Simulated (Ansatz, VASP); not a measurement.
## Ag (Ag(100) film of 3 layers) in two plane-wave programs

One calculation is typed for both programs; each brings its own data sets and cutoff. How far apart do they land? The cell is taken from a series of runs on this material, whose earlier steps may have relaxed, scaled, displaced or heated it; both programs get it as it stands.

Method: plane waves, with VASP 6.6.1 beside it; single point at PBEsol, in Ansatz 0.2.0.

## Step 1: Set-up

The cell holds 3 atoms: 3 Ag. Its edges and angles: a = 2.892 Å, b = 2.892 Å, c = 15.090 Å, α = 90.0°, β = 90.0°, γ = 90.0°. It derives from Ag. Vacuum lies along c.

As a file:

```xyz
3
Lattice="2.8921 0.0000 0.0000 0.0000 2.8921 0.0000 0.0000 0.0000 15.0900" Properties=species:S:1:pos:R:3
Ag    0.0000    0.0000    5.5000
Ag    1.4460    1.4460    7.5450
Ag    0.0000    0.0000    9.5900
```

## Step 2: VASP: single point, PBEsol

With cell and atoms fixed, the geometry can't cause a difference; cores, projectors, grids and the points listed under the comparison can.

Lines of VASP's logs that name or quote its potential files are left out, and so is its time.

Contents of INCAR:

```
SYSTEM = Ag
PREC = Accurate
ENCUT = 400
EDIFF = 1E-06
NELM = 100
ISMEAR = 0
SIGMA = 0.1
LREAL = .FALSE.
ALGO = Normal
GGA = PS
NBANDS = 22
LORBIT = 11
LWAVE = .FALSE.
LCHARG = .FALSE.
KPAR = 2
ISIF = 0
LDIPOL = .TRUE.
IDIPOL = 3
DIPOL = 0.5 0.5 0.5
LVHAR = .TRUE.
```

Contents of POSCAR:

```
Ag
1.0
    2.8920700000      0.0000000000      0.0000000000
    0.0000000000      2.8920700000      0.0000000000
    0.0000000000      0.0000000000     15.0900000000
Ag
3
Direct
    0.0000000000      0.0000000000      0.3644797900
    0.5000000000      0.5000000000      0.5000000000
    0.0000000000      0.0000000000      0.6355202100
```

Contents of KPOINTS:

```
Automatic mesh
0
Gamma
6 6 1
0 0 0
```

Potentials, in the order of the species: Ag (PBE family, release 64).

Launch:

```
$ mpirun -np 2 vasp_std
```

Numbers of over 12 decimals in the logs are rounded to 6 here.

Output:

```text
[banner, memory and clock lines left out]
running    2 mpi-ranks, on    1 nodes
 distrk:  each k-point on    1 cores,    2 groups
 distr:  one band on    1 cores,    1 groups

 POSCAR found type information on POSCAR Ag
 POSCAR found :  1 types and       3 ions
|                                                                             |
|               ----> ADVICE to this user running VASP <----                  |
|                                                                             |
|     You enforced a specific xc type in the INCAR file but a different       |
|     [... a line on the potential file left out ...]
|     I HOPE YOU KNOW WHAT YOU ARE DOING!                                     |
|                                                                             |

 LDA part: xc-table for (Slater+PW92), standard interpolation
 POSCAR, INCAR and KPOINTS ok, starting setup
 FFT: planning ... GRIDC
 FFT: planning ... GRID_SOFT
 FFT: planning ... GRID
 WAVECAR not read
 entering main loop
       N       E                     dE             d eps       ncg     rms          rms(c)
DAV:   1     0.163739684823E+03    0.16374E+03   -0.13111E+04   456   0.104E+03
DAV:   2    -0.552687981048E+01   -0.16927E+03   -0.15869E+03   494   0.244E+02
DAV:   3    -0.949892161889E+01   -0.39720E+01   -0.39429E+01   530   0.415E+01
DAV:   4    -0.953149693860E+01   -0.32575E-01   -0.32574E-01   534   0.386E+00
DAV:   5    -0.953186952279E+01   -0.37258E-03   -0.37258E-03   532   0.391E-01    0.773E+00
DAV:   6    -0.874390782282E+01    0.78796E+00   -0.28733E+00   464   0.147E+01    0.482E+00
DAV:   7    -0.871804027936E+01    0.25868E-01   -0.60872E-02   476   0.177E+00    0.262E+00
DAV:   8    -0.870997357395E+01    0.80667E-02   -0.61975E-03   482   0.126E+00    0.294E-01
DAV:   9    -0.870964762584E+01    0.32595E-03   -0.11034E-03   476   0.615E-01    0.481E-02
DAV:  10    -0.870960307008E+01    0.44556E-04   -0.16961E-04   470   0.967E-02    0.218E-02
DAV:  11    -0.870947009212E+01    0.13298E-03   -0.12186E-04   470   0.146E-01    0.261E-02
DAV:  12    -0.870945356982E+01    0.16522E-04   -0.50241E-05   488   0.125E-01    0.101E-02
DAV:  13    -0.870952623059E+01   -0.72661E-04   -0.22625E-05   458   0.335E-02    0.341E-03
DAV:  14    -0.870954563486E+01   -0.19404E-04   -0.17082E-06   292   0.763E-03    0.239E-03
DAV:  15    -0.870957055460E+01   -0.24920E-04   -0.37832E-06   324   0.880E-03    0.129E-03
DAV:  16    -0.870957213536E+01   -0.15808E-05   -0.18656E-07   316   0.394E-03    0.490E-04
DAV:  17    -0.870957330963E+01   -0.11743E-05   -0.27069E-07   286   0.220E-03    0.285E-04
DAV:  18    -0.870957334460E+01   -0.34973E-07   -0.83872E-09   304   0.982E-04
   1 F= -.87095733E+01 E0= -.87067132E+01  d E =-.572033E-02
```

OUTCAR, selected parts (step 2):

```text
ion  position               nearest neighbor table
   1  0.000  0.000  0.364-   2 2.89   2 2.89   2 2.89   2 2.89
   2  0.500  0.500  0.500-   1 2.89   3 2.89   1 2.89   3 2.89   1 2.89   3 2.89   1 2.89   3 2.89

  LATTYP: Found a simple tetragonal cell.
 ALAT       =     2.8920700000
 C/A-ratio  =     5.2177160304

 Subroutine GETGRP returns: Found 16 space group operations
 (whereof 16 operations were pure point group operations)

The static configuration has the point symmetry D_4h.

 Found     10 irreducible k-points:

   k-points           NKPTS =     10   k-points in BZ     NKDIM =     10   number of bands    NBANDS=     22

   dimension x,y,z NGX =    20 NGY =   20 NGZ =   98
   dimension x,y,z NGXF=    40 NGYF=   40 NGZF=  196

   ENCUT  =  400.0 eV  29.40 Ry    5.42 a.u.   4.72  4.72 24.61*2*pi/ulx,y,z

   NELECT =      33.0000    total number of electrons

 k-points in reciprocal lattice and weights: Automatic mesh
   0.00000000  0.00000000  0.00000000       0.028
   0.16666667  0.00000000  0.00000000       0.111
   0.33333333  0.00000000  0.00000000       0.111
   0.50000000  0.00000000  0.00000000       0.056
   0.16666667  0.16666667  0.00000000       0.111
   0.33333333  0.16666667  0.00000000       0.222
   0.50000000  0.16666667  0.00000000       0.111
   0.33333333  0.33333333  0.00000000       0.111
   0.50000000  0.33333333  0.00000000       0.111
   0.50000000  0.50000000  0.00000000       0.028

 dipolmoment           0.000000      0.000000      0.000000 electrons x Angstroem

 average (electrostatic) potential at core
       1 -78.0341       2 -78.3571       3 -78.0341

 E-fermi :   0.7023

 k-point     1 :       0.0000    0.0000    0.0000
  band No.  band energies     occupation
    ...
     14      -2.4249      2.00000
     15      -2.2679      2.00000
     16      -2.2427      2.00000
     17      -2.2427      2.00000
     18      -0.0089      2.00000
     19       2.0372      0.00000
     20       4.8331      0.00000
     21       6.3589      0.00000
     22       7.6240      0.00000

 k-point     2 :       0.1667    0.0000    0.0000
  band No.  band energies     occupation
    ...
     14      -2.6587      2.00000
     15      -2.4020      2.00000
     16      -2.1921      2.00000
     17      -2.0268      2.00000
     18       0.6481      1.55667
     19       2.9672      0.00000
     20       5.3129      0.00000
     21       6.9208      0.00000
     22       8.0109      0.00000

 k-point     3 :       0.3333    0.0000    0.0000
  band No.  band energies     occupation
    ...
     13      -2.8229      2.00000
     14      -2.3867      2.00000
     15      -2.3445      2.00000
     16      -2.2981      2.00000
     17      -0.8647      2.00000
     18       2.1604      0.00000
     19       4.5782      0.00000
     20       4.8277      0.00000
     21       6.7530      0.00000
     22       6.7834      0.00000

  energy-cutoff  :      400.00
  volume of cell :      126.21
      direct lattice vectors                 reciprocal lattice vectors
     2.892070000  0.000000000  0.000000000     0.345773097  0.000000000  0.000000000
     0.000000000  2.892070000  0.000000000     0.000000000  0.345773097  0.000000000
     0.000000000  0.000000000 15.090000000     0.000000000  0.000000000  0.066269052

 POSITION                                       TOTAL-FORCE (eV/Angst)
 -----------------------------------------------------------------------------------
      0.00000      0.00000      5.50000         0.000000      0.000000      0.187638
      1.44603      1.44603      7.54500        -0.000000      0.000000      0.000000
      0.00000      0.00000      9.59000        -0.000000     -0.000000     -0.187638
 -----------------------------------------------------------------------------------
    total drift:                               -0.000000     -0.000000      0.000000

  FREE ENERGIE OF THE ION-ELECTRON SYSTEM (eV)
  ---------------------------------------------------
  free  energy   TOTEN  =        -8.7095733446 eV

  energy  without entropy=       -8.7038530193  energy(sigma->0) =       -8.70671318

 vacuum level on the upper side and lower side of the slab         5.256         5.256

 total charge
# of ion       s       p       d       tot
------------------------------------------
    1        0.415   0.199   9.176   9.790
    2        0.403   0.288   9.157   9.849
    3        0.415   0.199   9.176   9.790
--------------------------------------------------
tot          1.234   0.685  27.510  29.429

[... 3 further parts left out ...]
```

This run has no spin polarisation. Its electron count is odd, so without a moment it is a metal by construction. The PAW data sets were made with PBE, which is usual practice but a small mismatch for other functionals.

## Step 3: Ansatz: single point, PBEsol

Ansatz runs on its default PAW (the set named soft_2) files.

The same cell, functional, mesh and smearing now go to Ansatz, which takes its cutoff from its data sets.

Contents of input.yaml:

```yaml
crystal:
  lattice:
    - [2.89207, 0.0, 0.0]
    - [0.0, 2.89207, 0.0]
    - [0.0, 0.0, 15.09]
  atoms:
    - { symbol: Ag, position: [0.0, 0.0, 0.36447979] }
    - { symbol: Ag, position: [0.5, 0.5, 0.5] }
    - { symbol: Ag, position: [0.0, 0.0, 0.63552021] }
  periodic: [true, true, false]
kpoints:
  mp_grid: { grid: [6, 6, 1] }
hamiltonian:
  xc: pbesol
scf:
  occupations: { method: gaussian, width: 0.1 }
output:
  forces: true
  stress: true
  eigenvalues: true
```

Launch:

```
$ ansatz run input.yaml --threads 4 --pin off --max-ram 16384MiB --backend cpu --events-out ev --progress --plain --runs-dir out
```

Output:

```text
Warning: crystal.periodic: the lattice vector that does not repeat stood 0.000° off the slab's normal, 15.090 Å along it as the deck builds it. The run solves the slab on a vector along the normal, 31.980 Å long, with every atom where it was (on the deck's vector they left 11.00 Å outside them, and the widest stretch free of ions among them is 2.04 Å). A fractional position that the run reports is one of the run's ce [...]
crystal.periodic: the lattice vector that does not repeat stood 0.000° off the slab's normal, 15.090 Å along it as the deck builds it. The run solves the slab on a vector along the normal, 31.980 Å long, with every atom where it was (on the deck's vector they left 11.00 Å outside them, and the widest stretch free of ions among them is 2.04 Å). A fractional position that the run reports is one of the run's cell, which [...]
Engine: ansatz 0.2.0, aarch64-unknown-linux-gnu
Pseudopotentials: kind: paw
Pseudopotential: Ag, paw, valence charge 19, recommended cutoff 420 eV (normal), Ag.paw.azcp
Functional definition: PBEsol
  exchange = pbesol_x
  correlation = pbesol_c
Crystal: 3 atoms, lattice volume = 267.483 Å³
Basis set: ecut = 420 eV, 5191 PW (Γ), exchange–correlation on 40×40×432 points (8 copies of the dense FFT grid, shifted against one another)
Bands: 35, of which v1, the nominal top of the filled ones, is band 29 counted from 1 (28 counted from 0)
Symmetry: 16 space group operations
Space group: P4/mmm (ITA 123), of the structure as read, at distance tolerance 6.4e-5 Å
k-points: 10 of 36
Non-local potential: Ag, projectors of the file, l = 0: 3, l = 1: 2, l = 2: 2, l = 3: 1
PAW form: soft (Blöchl's): semilocal exchange-correlation on the pseudo side does not see the compensation charge
PAW frozen core: Ag, regenerated for the run's functional, and the local potential with it (the file was generated under x = pbe(κ = 0.804, μ = 0.219515), c = pbe(β = 0.066725))
PAW one-centre angular grid: Ag, 590 points (default); XC on 64 Gauss nodes
Initial density: superposition of atomic densities (neutral atoms: chi_scale 0, normalization atom), corrected by the library's trained network
Initial wavefunctions: pseudopotential atomic-orbital guess
Functional: x = pbesol(κ = 0.804, μ = 0.123457), c = pbesol(β = 0.046)
SCF iter   1: F=—  HF=-22565.528902 eV  |F-HF|=—  |Δ(HF+E_count)|=         —  Δρ=4.30e-3  dr2=7.69e-2  ethr=1.77e-3  ⟨swp⟩=14.5  Hψ=2385  notcnv=0
preconditioner: auto → LDOS  [insulator: Δε(μ)=0.316 eV  Ē_g=8.840 eV  σ=0.100 eV  W_gap=0.74  n_scr=20 (ndim 8)  ℏωp=13.0 eV  f_vac=0.755  D(μ)=1.14/eV (n_scr^D=8)  ε∞_Penn≈3.2  β→1.0]
SCF iter   2: F=—  HF=-22565.538056 eV  |F-HF|=—  |Δ(HF+E_count)|=   9.15e-3  Δρ=5.90e-3  dr2=7.61e-2  ethr=1.35e-4  ⟨swp⟩=3.0  Hψ=921  notcnv=0  defer=15
SCF iter   3: F=—  HF=-22565.517629 eV  |F-HF|=—  |Δ(HF+E_count)|=   2.04e-2  Δρ=1.71e-3  dr2=7.12e-3  ethr=1.33e-4  ⟨swp⟩=2.7  Hψ=681  notcnv=0  defer=15
SCF iter   4: F=—  HF=-22565.515891 eV  |F-HF|=—  |Δ(HF+E_count)|=   1.74e-3  Δρ=5.63e-4  dr2=8.40e-4  ethr=1.25e-5  ⟨swp⟩=3.7  Hψ=871  notcnv=0  defer=17
SCF iter   5: F=—  HF=-22565.515699 eV  |F-HF|=—  |Δ(HF+E_count)|=   1.92e-4  Δρ=8.76e-5  dr2=7.98e-5  ethr=1.47e-6  ⟨swp⟩=2.9  Hψ=716  notcnv=0  defer=17
SCF iter   6: F=—  HF=-22565.515691 eV  |F-HF|=—  |Δ(HF+E_count)|=   8.30e-6  Δρ=3.72e-5  dr2=8.76e-6  ethr=1.40e-7  ⟨swp⟩=2.8  Hψ=630  notcnv=0  defer=17
SCF iter   7: F=—  HF=-22565.515692 eV  |F-HF|=—  |Δ(HF+E_count)|=   1.34e-6  Δρ=9.35e-6  dr2=5.90e-7  ethr=1.54e-8  ⟨swp⟩=2.8  Hψ=558  notcnv=0  defer=17
SCF iter   8: F=-22565.515692 eV  HF=-22565.515692 eV  |F-HF|=4.64e-8  |Δ(HF+E_count)|=   5.03e-7  Δρ=2.97e-6  dr2=3.59e-8  ethr=1.75e-10  ⟨swp⟩=18.9  Hψ=2173  notcnv=0
SCF 1 converged in 8 iterations: F = -22565.515692 eV  dr2 = 3.59e-8
  greatest PAW one-centre occupation: 1.001 electrons in one spin orbital (limit 2), on the Ag atom at site 1 (counted from 0), in its partial waves of l = 0
SCF converged after 8 iterations
Free energy (F): -22565.515692 eV
Harris-Foulkes:  -22565.515692 eV  (|F-HF|=4.64e-8)
Internal energy: -22565.509970 eV  (E = F + TS)
E sigma→0 (E₀):  -22565.512831 eV
Entropy (-TS):   -0.005723 eV (-1.908 meV/atom)
Fermi energy:    -4.551166 eV
--- Per-component energies (eV) ---
  E_band       = -1939.312135
  E_kinetic    = 1580.326281
  E_local      = -218621.801904  (includes V_loc(G=0)·N_el)
  E_nonlocal   = 249.340801
  E_hartree    = 108394.321270
  E_xc         = -548.076920
  E_vxc        = -699.040778  (∫ρ·V_xc dr)
  E_paw        = -11505.504255  (= ΣΔE_a)
  E_vpaw       = -1236.836112  (= ΣTr[D̂ρ^β])
  E_aug_tail   = 0.000910  (compensation charges beyond the density's cutoff)
  E_ewald      = 97884.915629
  E_core_change = 0.968217  (= ΣΔE_core)
  E_smearing   = -0.005723  (= −TS)
  E_closure    = 0.000000  (closes the sum)
  Σ components = -22565.515692   (vs F -22565.515692, Δ=0.00e0)
--- Forces (eV/Å), atoms counted from 1 ---
  atom   1  Ag    -0.00000000     0.00000000     0.18262213
  atom   2  Ag     0.00000000    -0.00000000     0.00000000
  atom   3  Ag     0.00000000     0.00000000    -0.18262213
  max |Σ_I F_I| component: 3.91e-25 eV/Å
--- 2D stress c σ (N/m, compression-positive) ---
       -5.145853      -0.000000       0.000000
       -0.000000      -5.145853      -0.000000
        0.000000       0.000000       0.000000
  P = ½ c Tr σ = -5.1459 N/m
--- Band table (eV; the first three rows and the last of 10) ---
  k-point 0: bands = [... 25 lower, -7.6593, -7.5013, -7.4762, -7.4762, -5.2632, -3.2295, -0.1961 (-0.2188°), 0.0105 (-0.0605°), ... 2 higher]
  k-point 1: bands = [... 25 lower, -7.8942, -7.6357, -7.4255, -7.2724, -4.6052, -2.3001, 0.2838 (0.2634°), 0.5366 (0.4547°), ... 2 higher]
  k-point 2: bands = [... 25 lower, -7.6205, -7.5860, -7.5319, -6.1215, -3.0945, -0.6798, -0.4417, 1.4764 (1.4755°), ... 2 higher]
  k-point 9: bands = [... 25 lower, -7.0578, -7.0572, -1.8601, -1.8601, 0.8810, 0.8810, 2.1959, 2.3525, ... 2 higher]
  ° read free of the cell's end (the report's vacuum.weakly_bound_levels)
```

## Step 4: Side by side

Known differences besides the potentials themselves: Ansatz cuts the interaction across the vacuum, VASP repeats the sheet with a dipole correction; the data sets hold 57 valence electrons in Ansatz (default PAW (the set named soft_2) files) and 33 in VASP; the cutoff is 420 eV in Ansatz and 400 eV in VASP; Ansatz makes its cores anew for this functional, VASP keeps those of its PBE data sets; VASP leaves aspherical gradient terms in its spheres out (LASPH is not set), Ansatz keeps them. Total energies have different zeros and are not compared.

Forces (eV/Å; atoms numbered as in POSCAR):

```tsv
atom	Ansatz x, y, z	VASP x, y, z
Ag1	0.000, 0.000, 0.183	0.000, 0.000, 0.188
Ag2	0.000, 0.000, 0.000	0.000, 0.000, 0.000
Ag3	0.000, 0.000, -0.183	0.000, 0.000, -0.188
```

The forces differ by 2.4 meV/Å r.m.s., which is 2.7 % of the r.m.s. force of 0.09 eV/Å (both taken over all components).

## Step 5: Outcome

| Property | Result |
| --- | --- |
| r.m.s. force difference (single point, PBEsol) | 2.4 meV/Å |

What this shows: The r.m.s. force difference is 2.4 meV/Å (single point, PBEsol), within the 12 meV/Å picked in this series as the mark of a large difference. Such differences can come from data sets, numerical settings and the points named under the comparisons, not from the functional's error against experiment.

[Lines on the potential files, build, host, timing and source positions are cut from VASP's logs without a mark.]

[Logs are printed without paths, hosts, clocks, repeated set-up lines and the standing remarks that a program may print on its own settings, such as how far it seeks lower states.]

[Hosts, paths, dates, database ids (printed as entryN), source tags and the programs' standing remarks are cut or masked in the printed files.]
